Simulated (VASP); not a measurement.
Here is the system:

```xyz
2
Lattice="0.0000 2.9227 2.9227 2.9227 0.0000 2.9227 2.9227 2.9227 0.0000" Properties=species:S:1:pos:R:3 pbc="T T T"
Pb     0.0000     0.0000     0.0000
S      2.9227     2.9227     2.9227
```

Computed with revTPSS meta-GGA, VASP's PBE PAW potentials (set 64) (plane waves; VASP). Numerical set-up: 520 eV cut-off, 8×8×8 Γ-centred mesh, Gaussian smearing of 0.050 eV, potentials Pb_d S.

Task: Give the stress tensor in GPa (positive for a compressed cell).

Result: 
```
4.01  0.00  0.00
0.00  4.01  0.00
0.00  0.00  4.01
```
The pressure is its mean diagonal, 4.01 GPa.

The compound is PbS in the rock salt structure. This cell is one point of a volume scan, at 0.94 of the reference volume.
